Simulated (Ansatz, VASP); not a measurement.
## One calculation of Ti3Fe, two programs

```xyz
4
Lattice="2.9986 0.0000 0.0000 -1.4993 2.5968 0.0000 0.0000 0.0000 8.0416" Properties=species:S:1:pos:R:3 pbc="T T T"
Fe    1.4993    0.8656    0.0000
Ti    0.0000    1.7312    6.3117
Ti    0.0000    1.7312    1.7299
Ti    1.4993    0.8656    4.0208
```

The cell comes from a database or a generator and needn't be the stable form of this composition.

Alike in both runs: task single point; functional PBE; k mesh 10 × 10 × 4; occupations fermi-dirac, width 0.05 eV; collinear spin, ferromagnetic start.

|  | VASP | Ansatz |
| --- | --- | --- |
| version | VASP 6.6.1 | Ansatz 0.2.0 |
| potentials or method | VASP PAW PBE potentials, release 64 (Fe, Ti_sv) | Ansatz PAW |
| plane-wave cutoff (eV) | 520 | 420 |
| valence electrons in the cell | 44 | 52 |

|  | VASP | Ansatz | Ansatz less VASP |
| --- | --- | --- | --- |
| gap on the k mesh at the Fermi level (eV) | none | none | - |
| pressure (GPa) | 0.2 | 0.5 | +0.33 |
| largest component of the traceless stress (GPa) | 1.14 | 1.22 | +0.086 |
| net moment per atom (μB) | 0.07 | 0.07 | 0.000 |
| size of the moment on the site where the two differ most (μB) | 0.12 | 0.11 | -0.015 |

Site moments also hang on the region over which each program counts them. A gap of «none» marks a metal or a gap that the smearing closes. With one functional, cell and mesh, what is left measures potentials, basis and numerics. The two sets of potentials don't hold the same shells in valence.

Caveats: the starting moments weren't kept (Ansatz).
